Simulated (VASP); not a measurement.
## HfO2: band gap by level of theory

It takes space group Fm-3m (No. 225, cubic). Conventional cell: a = 5.200 Å, b = 5.200 Å, c = 5.200 Å, α = 90.00°, β = 90.00°, γ = 90.00°. Around Hf (site symmetry m-3m) lie 8 O at 2.25 Å. Around O (site symmetry -43m) lie 4 Hf at 2.25 Å.

Measurements of this composition are mostly on another form, of space group No. 14.

| rung | level | program and potentials | cutoff (eV) | k mesh | band gap (eV) | notes |
| --- | --- | --- | --- | --- | --- | --- |
| LDA | LDA | VASP, LDA PAW files Hf_pv, O, 700 eV | 700 | 6 × 6 × 6 | 3.40 | - |
| GGA | PBE | VASP, PBE PAW files Hf_pv, O, 700 eV | 700 | 6 × 6 × 6 | 3.60 | - |
| GGA | PBEsol | VASP, PBE PAW files Hf_pv, O, 700 eV | 700 | 6 × 6 × 6 | 3.48 | potentials made for PBE |
| hybrid | HSE06 | VASP, PBE PAW files Hf_pv, O, 700 eV | 700 | 6 × 6 × 6 | 5.13 | potentials made for PBE |

Task: single point. All rows: no spin polarisation. Gaps are the least found on the k mesh or the band path, and a mesh can miss the band edges. All levels ran on this one cell, unrelaxed unless noted. Meshes are those of the run's cell of 3 atoms unless a note names another. Runs on faulty files, with rough fits or with known faults for this quantity aren't shown. No row holds spin-orbit coupling.

By rung: LDA 3.40; GGA 3.48 to 3.60; hybrid 5.13 (eV).
